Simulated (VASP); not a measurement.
A convergence study with VASP on Li$_{2}$S (antifluorite): one setting is varied, all else stays as given below, so the limit is that of these other settings.

```
Li2S
1.0
    0.00000     2.86000     2.86000
    2.86000     0.00000     2.86000
    2.86000     2.86000     0.00000
Li S
2 1
Direct
  0.25000   0.25000   0.25000
  0.75000   0.75000   0.75000
  0.00000   0.00000   0.00000
```

Level of theory: PBE GGA, VASP's PBE PAW potentials (set 64) (plane waves; VASP). The tightest run used: 700 eV cut-off, 12×12×12 Monkhorst-Pack mesh, Gaussian smearing of 0.050 eV, potentials Li_sv S.

Task: The settings run are 1×1×1 mesh; 2×2×2 mesh; 3×3×3 mesh; 4×4×4 mesh; 5×5×5 mesh; 6×6×6 mesh; 7×7×7 mesh; 8×8×8 mesh; 9×9×9 mesh; 10×10×10 mesh; 11×11×11 mesh; 12×12×12 mesh. From which on does the energy per atom stay within 0.005 eV/atom of the tightest run?

Result: From 4×4×4 mesh on: it is off by 0.0000 there and by no more than 0.005 in any finer run, while 3×3×3 mesh is off by 0.0188.
```
setting        E (eV/atom)  pressure (GPa)  irreducible k-points  difference judged (eV/atom)
-------------  -----------  --------------  --------------------  ---------------------------
1×1×1 mesh         -1.3456           29.23                     1                       2.6527
2×2×2 mesh         -3.9957           -0.42                     2                       0.0026
3×3×3 mesh         -3.9795           -0.16                     4                       0.0188
4×4×4 mesh         -3.9983           -0.46                    10                       0.0000
5×5×5 mesh         -3.9979           -0.45                    10                       0.0004
6×6×6 mesh         -3.9983           -0.46                    28                       0.0000
7×7×7 mesh         -3.9983           -0.46                    20                       0.0000
8×8×8 mesh         -3.9983           -0.46                    60                       0.0000
9×9×9 mesh         -3.9983           -0.46                    35                       0.0000
10×10×10 mesh      -3.9983           -0.46                   110                       0.0000
11×11×11 mesh      -3.9983           -0.46                    56                       0.0000
12×12×12 mesh      -3.9983           -0.46                   182                       0.0000
```

Left out are rungs that failed or repeat a setting and relaxations that didn't move; long series are thinned to 24 rows.

The compound is Li2S in the antifluorite structure. The cell was not relaxed at this level.
